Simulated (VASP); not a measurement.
An input for Quantum ESPRESSO's pw.x (written as the equivalent of a VASP run, and not itself run):

```
&CONTROL
  calculation = 'scf'
  pseudo_dir = './pseudo'
  outdir = './out'
  tprnfor = .true.
  tstress = .true.
/
&SYSTEM
  ibrav = 0
  nat = 5
  ntyp = 3
  ecutwfc = 84
  occupations = 'smearing'
  smearing = 'methfessel-paxton'
  degauss = 0.00735
  input_dft = 'pbesol'
  nspin = 2
  starting_magnetization(1) = 0.07
/
&ELECTRONS
  conv_thr = 7.3e-09
  electron_maxstep = 100
/
ATOMIC_SPECIES
  V 50.941 V.upf
  Y 88.906 Y.upf
  O 15.999 O.upf
CELL_PARAMETERS angstrom
     3.7933314    0.0000000    0.0000000
     0.0000000    3.7933314    0.0000000
     0.0000000    0.0000000    3.8429206
ATOMIC_POSITIONS crystal
  V    0.5000000  0.5000000  0.4109137
  Y    0.0000000  0.0000000  0.0112359
  O    0.5000000  0.5000000  0.9060226
  O    0.5000000  0.0000000  0.3889139
  O    0.0000000  0.5000000  0.3889139
K_POINTS automatic
  8 8 8 0 0 0
```

**Question.** Write the VASP files for the same calculation (PBEsol).

**Answer.** Several could match; the one computed here: 
INCAR:
```
ALGO = Normal
EDIFF = 1E-7
ENCUT = 600
GGA = PS
ISIF = 2
ISMEAR = 1
ISPIN = 2
LASPH = T
LCHARG = F
LMAXMIX = 4
LORBIT = 10
LREAL = F
LWAVE = F
MAGMOM = 0.7 0.0 0.0 0.0 0.0
NELM = 100
PREC = Accurate
SIGMA = 0.1
SYSTEM = YVO3
```

### KPOINTS
```
kpoints
0
gamma
  8 8 8
0 0 0
```

POSCAR:
```
YVO3
1
    3.7933313739     0.0000000000     0.0000000000
    0.0000000000     3.7933313739     0.0000000000
    0.0000000000     0.0000000000     3.8429206021
V Y O
1 1 3
Direct
  0.5000000000   0.5000000000   0.4109136829
  0.0000000000   0.0000000000   0.0112359113
  0.5000000000   0.5000000000   0.9060225909
  0.5000000000   0.0000000000   0.3889139074
  0.0000000000   0.5000000000   0.3889139074
```

POTCAR, in this order: V_sv Y_sv O (PBE.64 set). Program: vasp_std.

Limits of the translation: the potentials are each code's own (VASP's PAW set, PseudoDojo norm-conserving files in pw.x), so ENCUT and ecutwfc are chosen apart and not converted; conv_thr bounds pw.x's estimated SCF error, while EDIFF bounds the energy change between steps; starting_magnetization is a fraction of the valence charge and MAGMOM a moment in μB, so they match only roughly.

The structure was generated: YVO3 was put into the tetragonal-perovskite type (P4mm), which need not be its known phase. It was relaxed first.
